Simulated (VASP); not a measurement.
Ta:

```xyz
1
Lattice="-1.6513 1.6513 1.6513 1.6513 -1.6513 1.6513 1.6513 1.6513 -1.6513" Properties=species:S:1:pos:R:3 pbc="T T T"
Ta    0.0000    0.0000    0.0000
```

* Program: VASP 6.6.1
* Task: relaxation of cell and atoms
* Functional: LDA
* Potentials or basis: VASP PAW LDA potentials, release 64 (Ta_pv)
* Cutoff: 520 eV
* k mesh: 18 × 18 × 18
* Occupations: gaussian, width 0.1 eV
* Spin: no spin polarisation

At the start: pressure -8.5 GPa; volume 18.01 Å³/atom.

Task: Where does the relaxation end?

Result: Over 7 steps the energy falls by 20.1 meV/atom and the volume is 17.28 Å³/atom (-4.1 %); space group Im-3m (No. 229, to 0.05 Å).

The path:
```
step  energy change (eV)  largest force (eV/Å)  pressure (GPa)  volume (Å³)
   1              0.0000                0.0000           -8.50        18.01
   2              0.1066                0.0000           26.62        15.63
   3             -0.0201                0.0000           -0.40        17.31
   4             -0.0201                0.0000           -0.02        17.28
   5             -0.0201                0.0000            0.17        17.26
   6             -0.0201                0.0000           -0.35        17.30
   7             -0.0201                0.0000            0.00        17.28
```

Final structure:
```yaml
crystal:
  lattice:
    - [-1.62856, 1.62856, 1.62856]
    - [1.62856, -1.62856, 1.62856]
    - [1.62856, 1.62856, -1.62856]
  atoms:
    - { symbol: Ta, position: [0.00000, 0.00000, 0.00000] }
```
